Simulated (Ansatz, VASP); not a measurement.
# MgTiF6 (MgTiF6 (R-3)): VASP beside Ansatz

Wanted: the spread between two codes on one cell, functional and k mesh. The two relaxations start from unlike cells of this crystal (the structure described is Ansatz's start), so only their ends are compared.

Main program and level: Ansatz 0.2.0; plane waves, with VASP 6.6.1 beside it; relaxation of cell and atoms at PBEsol.

**1. The starting structure**

The structure is trigonal, space group R-3 (No. 148). Conventional cell: a = 5.217 Å, b = 5.217 Å, c = 13.334 Å, α = 90.00°, β = 90.00°, γ = 120.00°. Nearest to Mg lie 6 F at 1.97 Å. Ti has 6 F at 1.87 Å nearest. F has 1 Ti at 1.87 Å and 1 Mg at 1.97 Å nearest. Farther neighbours and most contacts between anions are not listed.

**2. Ansatz: relaxation of cell and atoms, PBEsol**

Ansatz runs on its default PAW (the set named soft_2) files.

The relaxed volume is the usual yardstick between codes: in a stiff, nearly cubic crystal its relative difference is about their pressure difference at one cell divided by the bulk modulus.

The input, input.yaml:

```yaml
crystal:
  lattice:
    - [2.6082801, 1.5058912, 4.4445076]
    - [-2.6082801, 1.5058912, 4.4445076]
    - [0.0, -3.0117824, 4.4445076]
  atoms:
    - { symbol: Mg, position: [0.5, 0.5, 0.5] }
    - { symbol: Ti, position: [1.0, 0.0, 0.0] }
    - { symbol: F, position: [0.75775567, 0.15754442, 0.32838235] }
    - { symbol: F, position: [0.32838235, 0.75775567, 0.15754442] }
    - { symbol: F, position: [0.84245558, 0.67161765, 0.24224433] }
    - { symbol: F, position: [0.67161765, 0.24224433, 0.84245558] }
    - { symbol: F, position: [0.24224433, 0.84245558, 0.67161765] }
    - { symbol: F, position: [0.15754442, 0.32838235, 0.75775567] }
basis:
  ecutwfc: 420
  xc_grid: 2
hamiltonian:
  xc: pbesol
kpoints:
  mp_grid: { grid: [7, 7, 7] }
scf:
  occupations: { method: fixed }
  max_iter: 100
relax:
  f_tol: 0.005
  max_steps: 60
  cell: {}
output:
  forces: true
  stress: true
checkpoint:
  write: "../cell.run"
  compress: false
  write_wavefunctions: false
  write_every: 100000
```

Run with:

```
> ansatz run input.yaml --threads 4 --pin off --max-ram 7536MiB --backend cpu --events-out ev --progress --plain --runs-dir out
```

Numbers of over 12 decimals in the logs are rounded to 6 here.

Output:

```text
Engine: ansatz 0.2.0, aarch64-unknown-linux-gnu
Pseudopotentials: kind: paw
Pseudopotential: Mg, paw, valence charge 10, recommended cutoff 420 eV (normal), Mg.paw.azcp
Pseudopotential: Ti, paw, valence charge 12, recommended cutoff 420 eV (normal), Ti.paw.azcp
Pseudopotential: F, paw, valence charge 7, recommended cutoff 420 eV (normal), F.paw.azcp
Functional definition: PBEsol
  exchange = pbesol_x
  correlation = pbesol_c
Crystal: 8 atoms, lattice volume = 104.742 Å³
Basis set: ecut = 420 eV, 2031 PW (Γ), exchange–correlation on 72×72×72 points (8 copies of the dense FFT grid, shifted against one another)
Bands: 40, of which v1, the nominal top of the filled ones, is band 32 counted from 1 (31 counted from 0)
Symmetry: 6 space group operations
Space group: R-3 (ITA 148), of the structure as read, at distance tolerance 4.7e-5 Å
k-points: 60 of 343
Non-local potential: Mg, projectors of the file, l = 0: 3, l = 1: 2, l = 2: 1
Non-local potential: Ti, projectors of the file, l = 0: 3, l = 1: 2, l = 2: 3, l = 3: 1
Non-local potential: F, projectors of the file, l = 0: 2, l = 1: 2, l = 2: 1
PAW form: soft (Blöchl's): semilocal exchange-correlation on the pseudo side does not see the compensation charge
PAW frozen core: Mg, regenerated for the run's functional, and the local potential with it (the file was generated under x = pbe(κ = 0.804, μ = 0.219515), c = pbe(β = 0.066725))
PAW frozen core: Ti, regenerated for the run's functional, and the local potential with it (the file was generated under x = pbe(κ = 0.804, μ = 0.219515), c = pbe(β = 0.066725))
PAW frozen core: F, regenerated for the run's functional, and the local potential with it (the file was generated under x = pbe(κ = 0.804, μ = 0.219515), c = pbe(β = 0.066725))
PAW one-centre angular grid: Mg, 110 points (default); XC on 64 Gauss nodes
PAW one-centre angular grid: Ti, 590 points (default); XC on 64 Gauss nodes
PAW one-centre angular grid: F, 110 points (default); XC on 64 Gauss nodes
Initial density: superposition of atomic densities (neutral atoms: chi_scale 0, normalization atom), corrected by the library's trained network
Initial wavefunctions: pseudopotential atomic-orbital guess
Functional: x = pbesol(κ = 0.804, μ = 0.123457), c = pbesol(β = 0.046)
SCF iter   1: F=—  HF=-9199.786064 eV  |F-HF|=—  |Δ(HF+E_count)|=         —  Δρ=1.52e-2  dr2=1.67e-1  ethr=1.77e-3  ⟨swp⟩=4.0  Hψ=8535  notcnv=0  defer=300
preconditioner: auto → Resta (q_TF=auto, 2.513 Å⁻¹)  ε∞=4.1  [insulator: Δε(μ)=4.638 eV  Ē_g=14.238 eV  n_scr=26 (ndim 8)  ℏωp=25.1 eV  f_vac=0.224  ε∞_Penn≈4.1]
SCF iter   2: F=—  HF=-9199.748940 eV  |F-HF|=—  |Δ(HF+E_count)|=   3.71e-2  Δρ=5.28e-3  dr2=2.51e-2  ethr=2.61e-4  ⟨swp⟩=2.0  Hψ=4095  notcnv=0  defer=300
SCF iter   3: F=—  HF=-9199.743788 eV  |F-HF|=—  |Δ(HF+E_count)|=   5.15e-3  Δρ=1.37e-3  dr2=1.45e-3  ethr=3.91e-5  ⟨swp⟩=3.3  Hψ=4130  notcnv=0  defer=276
automatic band count: iteration 3 solves 39 bands in place of 40: the levels show a gap, and the empty bands left out lie too high to hold charge; the band table lists the bands solved (type scf.n_extra_bands for more)
SCF iter   4: F=—  HF=-9199.743691 eV  |F-HF|=—  |Δ(HF+E_count)|=   9.69e-5  Δρ=4.64e-4  dr2=1.61e-4  ethr=2.26e-6  ⟨swp⟩=2.0  Hψ=4107  notcnv=0  defer=296
SCF iter   5: F=—  HF=-9199.743740 eV  |F-HF|=—  |Δ(HF+E_count)|=   4.88e-5  Δρ=7.51e-5  dr2=5.44e-6  ethr=2.51e-7  ⟨swp⟩=2.0  Hψ=4103  notcnv=0  defer=120
SCF iter   6: F=—  HF=-9199.743748 eV  |F-HF|=—  |Δ(HF+E_count)|=   8.02e-6  Δρ=2.47e-5  dr2=1.01e-6  ethr=8.49e-9  ⟨swp⟩=2.2  Hψ=3696  notcnv=0  defer=97
SCF iter   7: F=-9199.743749 eV  HF=-9199.743749 eV  |F-HF|=7.33e-8  |Δ(HF+E_count)|=   1.20e-6  Δρ=8.46e-6  dr2=8.16e-8  ethr=1.56e-10  ⟨swp⟩=3.0  Hψ=9334  notcnv=0
SCF 1 converged in 7 iterations: F = -9199.743749 eV  dr2 = 8.16e-8
  greatest PAW one-centre occupation: 1.000 electrons in one spin orbital (limit 2), on the Mg atom at site 0 (counted from 0), in its partial waves of l = 0
relax step   1: F+E_penalty+E_count = -9199.74374942 eV  Δ(F+E_penalty+E_count) = +0.000e0 eV  max|allowed force component| = 1.584e-1 eV/Å  Δτ_max = 0.0000 Å  P = +0.221 GPa  Ω = 104.742 Å³  (7 SCF iters, dr2 threshold 1.00e-7 eV, accepted)
[...]
relax step  19: F+E_penalty+E_count = -9199.76629772 eV  Δ(F+E_penalty+E_count) = +1.053e-5 eV  max|allowed force component| = 2.061e-3 eV/Å  Δτ_max = 0.0008 Å  P = -0.009 GPa  Ω = 113.461 Å³  energy of the carried Pulay correction = -9.750e-3 eV  (5 SCF iters, dr2 threshold 2.15e-9 eV, accepted)
[...]
relax step  20: F+E_penalty+E_count = -9199.77671343 eV  Δ(F+E_penalty+E_count) = -1.042e-2 eV  max|allowed force component| = 1.854e-3 eV/Å  Δτ_max = 0.0000 Å  P = +0.080 GPa  Ω = 113.461 Å³  stress off target by 1.19e-1 GPa  SCF on the basis re-selected at this cell (its energy is not comparable with the rows above)  (6 SCF iters)
[...]
relax step  21: F+E_penalty+E_count = -9199.77593867 eV  Δ(F+E_penalty+E_count) = +7.748e-4 eV  max|allowed force component| = 1.033e-3 eV/Å  Δτ_max = 0.0112 Å  P = +0.011 GPa  Ω = 113.684 Å³  energy of the carried Pulay correction = -9.470e-4 eV  (6 SCF iters, dr2 threshold 3.55e-8 eV, accepted)
[...]
relax step  22: F+E_penalty+E_count = -9199.77696961 eV  Δ(F+E_penalty+E_count) = -1.031e-3 eV  max|allowed force component| = 1.056e-3 eV/Å  Δτ_max = 0.0000 Å  P = +0.016 GPa  Ω = 113.684 Å³  stress off target by 2.74e-2 GPa  SCF on the basis re-selected at this cell (its energy is not comparable with the rows above)  (6 SCF iters)
basis re-selected at this cell: Δ(F+E_penalty+E_count) = -1.031e-3 eV, ΔP = +0.005 GPa vs the last step (what re-selecting the basis moved, of the pressure what is left beyond the Pulay correction that the steps carried, after the strain that the cell walked since its last selection, with what the two solves' SCF thresholds leave and, on support functions, any second-order correction that the steps lacked; it is no m [...]
SCF converged after 6 iterations
Free energy (F): -9199.776970 eV
Harris-Foulkes:  -9199.776970 eV  (|F-HF|=4.37e-11)
Internal energy: -9199.776970 eV  (E = F + TS)
E sigma→0 (E₀):  -9199.776970 eV
Fermi energy:    -0.246088 eV
--- Per-component energies (eV) ---
  E_band       = -980.896218
  E_kinetic    = 1584.302271
  E_local      = -7488.463445  (includes V_loc(G=0)·N_el)
  E_nonlocal   = 540.740903
  E_hartree    = 2868.012703
  E_xc         = -596.982721
  E_vxc        = -766.796924  (∫ρ·V_xc dr)
  E_paw        = -2462.506219  (= ΣΔE_a)
  E_vpaw       = -586.716829  (= ΣTr[D̂ρ^β])
  E_aug_tail   = 0.012213  (compensation charges beyond the density's cutoff)
  E_ewald      = -3645.345577
  E_core_change = 0.452902  (= ΣΔE_core)
  E_smearing   = -0.000000  (= −TS)
  E_closure    = 0.000000  (closes the sum)
  Σ components = -9199.776970   (vs F -9199.776970, Δ=0.00e0)
--- Forces (eV/Å), atoms counted from 1 ---
  atom   1  Mg     0.00000000     0.00000000     0.00000000
  atom   2  Ti     0.00000000     0.00000000     0.00000000
  atom   3  F     -0.00053496     0.00091004    -0.00001462
  atom   4  F     -0.00052064    -0.00091831    -0.00001462
  atom   5  F     -0.00105560    -0.00000827     0.00001462
  atom   6  F      0.00052064     0.00091831     0.00001462
  atom   7  F      0.00053496    -0.00091004     0.00001462
  atom   8  F      0.00105560     0.00000827    -0.00001462
  max |Σ_I F_I| component: 1.73e-18 eV/Å
--- Stress (GPa, compression-positive) ---
        0.027419      -0.000000       0.000000
        0.000000       0.027419      -0.000000
        0.000000      -0.000000      -0.006153
  P = ⅓ Tr σ = 0.0162 GPa (0.162 kbar)
--- Relaxed structure (18 steps of the walk, 18 accepted, 4 SCFs on fresh bases) ---
  F+E_penalty+E_count = -9199.77696961 eV   max|allowed force component| = 1.056e-3 eV/Å   (the final SCF, on the basis selected at the relaxed cell)
  cell:  # Å, volume = 113.6838 Å³
    - [2.715561, 1.567830, 4.450297]
    - [-2.715561, 1.567830, 4.450297]
    - [2.368411306393193e-17, -3.135659, 4.450297]
  atoms:
    - { symbol: Mg, position: [0.5, 0.500000, 0.5] }
    - { symbol: Ti, position: [1.0, 0.0, -5.551115123125783e-17] }
    - { symbol: F, position: [0.757806, 0.219843, 0.264505] }
    - { symbol: F, position: [0.264505, 0.757806, 0.219843] }
    - { symbol: F, position: [0.780157, 0.735495, 0.242194] }
    - { symbol: F, position: [0.735495, 0.242194, 0.780157] }
    - { symbol: F, position: [0.242194, 0.780157, 0.735495] }
    - { symbol: F, position: [0.219843, 0.264505, 0.757806] }
```

Reading the cycles: dr2 is the Hartree energy of the density residual (eV), the measure of convergence; HF is the Harris–Foulkes estimate of the energy, which meets the free energy F at convergence.

**3. VASP: relaxation of cell and atoms, PBEsol**

Its own start cell and the same functional and mesh now go to VASP, with its own data sets.

Lines of VASP's logs that name or quote its potential files are left out, and so is its time.

The input, INCAR:

```
SYSTEM = MgTiF6
PREC = Accurate
ENCUT = 600
EDIFF = 1E-07
NELM = 120
ISMEAR = 0
SIGMA = 0.01
LREAL = .FALSE.
ALGO = Normal
GGA = PS
NBANDS = 36
LASPH = .TRUE.
LORBIT = 11
LWAVE = .FALSE.
LCHARG = .FALSE.
ISIF = 3
IBRION = 2
NSW = 80
EDIFFG = -0.005
GGA_COMPAT = .FALSE.
NELMIN = 4
EFERMI = MIDGAP
KPAR = 2
```

The input, POSCAR:

```
MgTiF6
1.0
    2.6855078212      1.5504771731      4.4416963066
   -2.6855066816      1.5504791469      4.4416963066
   -0.0000011396     -3.1009563200      4.4416963066
Mg Ti F
1 1 6
Direct
    0.4999999250      0.4999999250      0.4999999250
    0.0000000000      0.0000000000      0.0000000000
    0.7575303857      0.1945461295      0.2909409196
    0.2909408614      0.7575304262      0.1945461472
    0.8054537372      0.7090590458      0.2424695570
    0.7090590636      0.2424694988      0.8054537778
    0.2424695393      0.8054537955      0.7090590054
    0.1945461878      0.2909408792      0.7575303680
```

The input, KPOINTS:

```
Automatic mesh
0
Gamma
7 7 7
0 0 0
```

PAW data sets: Mg, Ti_sv and F (PBE family, release 64).

Run with:

```
> mpirun -np 2 vasp_std
```

Output:

```text
[banner, memory and clock lines left out]
running    2 mpi-ranks, on    1 nodes
 distrk:  each k-point on    1 cores,    2 groups
 distr:  one band on    1 cores,    1 groups

 POSCAR found type information on POSCAR MgTiF
 POSCAR found :  3 types and       8 ions
|                                                                             |
|               ----> ADVICE to this user running VASP <----                  |
|                                                                             |
|     You enforced a specific xc type in the INCAR file but a different       |
|     [... a line on the potential file left out ...]
|     I HOPE YOU KNOW WHAT YOU ARE DOING!                                     |
|                                                                             |

 LDA part: xc-table for (Slater+PW92), standard interpolation
 POSCAR, INCAR and KPOINTS ok, starting setup
 FFT: planning ... GRIDC
 FFT: planning ... GRID_SOFT
 FFT: planning ... GRID
 WAVECAR not read
 entering main loop
       N       E                     dE             d eps       ncg     rms          rms(c)
DAV:   1     0.658832401695E+03    0.65883E+03   -0.32593E+04  4320   0.175E+03
DAV:   2     0.580921433919E+01   -0.65302E+03   -0.63113E+03  5432   0.454E+02
DAV:   3    -0.558769038037E+02   -0.61686E+02   -0.61430E+02  4796   0.154E+02
DAV:   4    -0.585094572978E+02   -0.26326E+01   -0.26295E+01  6680   0.287E+01
DAV:   5    -0.585377456611E+02   -0.28288E-01   -0.28283E-01  5056   0.276E+00    0.235E+01
DAV:   6    -0.495852539881E+02    0.89525E+01   -0.25428E+01  5656   0.680E+01    0.669E+00
DAV:   7    -0.497408640561E+02   -0.15561E+00   -0.31816E+00  4936   0.129E+01    0.634E+00
DAV:   8    -0.498106279342E+02   -0.69764E-01   -0.59807E-01  5168   0.907E+00    0.284E+00
DAV:   9    -0.497463834202E+02    0.64245E-01   -0.99315E-02  5068   0.454E+00    0.102E+00
DAV:  10    -0.497420194973E+02    0.43639E-02   -0.46180E-02  5300   0.132E+00    0.559E-01
DAV:  11    -0.497400352591E+02    0.19842E-02   -0.59715E-03  5576   0.126E+00    0.109E-01
DAV:  12    -0.497404784228E+02   -0.44316E-03   -0.23158E-03  4552   0.755E-01    0.209E-01
DAV:  13    -0.497400465767E+02    0.43185E-03   -0.77018E-04  4596   0.401E-01    0.106E-02
DAV:  14    -0.497400522447E+02   -0.56680E-05   -0.78879E-05  5868   0.604E-02    0.115E-02
DAV:  15    -0.497400551985E+02   -0.29538E-05   -0.19292E-05  5912   0.344E-02    0.122E-02
DAV:  16    -0.497400534541E+02    0.17444E-05   -0.38264E-06  5228   0.285E-02    0.384E-03
DAV:  17    -0.497400534810E+02   -0.26901E-07   -0.23262E-07  3648   0.391E-03
   1 F= -.49740053E+02 E0= -.49740053E+02  d E =-.497401E+02
[...]
2 F= -.49740080E+02 E0= -.49740080E+02  d E =-.266981E-04
[...]
3 F= -.49740081E+02 E0= -.49740081E+02  d E =-.272892E-04
 curvature:  -0.40 expect dE=-0.867E-05 dE for cont linesearch -0.634E-07
 trial: gam= 0.47787 g(F)=  0.210E-04 g(S)=  0.852E-06 ort =-0.288E-05 (trialstep = 0.982E+00)
 search vector abs. value=  0.310E-04
 bond charge predicted
       N       E                     dE             d eps       ncg     rms          rms(c)
DAV:   1    -0.497401510145E+02   -0.70168E-04   -0.97097E-03  4816   0.695E-01    0.646E-02
DAV:   2    -0.497400976067E+02    0.53408E-04   -0.36689E-04  4768   0.134E-01    0.250E-02
DAV:   3    -0.497400901579E+02    0.74489E-05   -0.33965E-05  6280   0.412E-02    0.112E-02
DAV:   4    -0.497400902614E+02   -0.10358E-06   -0.41580E-06  5536   0.132E-02    0.363E-03
DAV:   5    -0.497400905250E+02   -0.26360E-06   -0.55291E-07  5052   0.433E-03    0.245E-03
DAV:   6    -0.497400907392E+02   -0.21412E-06   -0.20306E-07  3924   0.338E-03    0.790E-04
DAV:   7    -0.497400907794E+02   -0.40216E-07   -0.27093E-08  2468   0.110E-03
   4 F= -.49740091E+02 E0= -.49740091E+02  d E =-.100091E-04
 trial-energy change:   -0.000010  1 .order   -0.000010   -0.000020   -0.000000
 step:   0.9834(harm=  0.9834)  dis= 0.00042  next Energy=   -49.740091 (dE=-0.101E-04)
 reached required accuracy - stopping structural energy minimisation
```

[end of part 1 of 2]

[Lines on the potential files, build, host, timing and source positions are cut from VASP's logs without a mark.]

[Logs are printed without paths, hosts, clocks, repeated set-up lines and the standing remarks that a program may print on its own settings, such as how far it seeks lower states.]

[Hosts, paths, dates, database ids (printed as entryN), source tags and the programs' standing remarks are cut or masked in the printed files.]
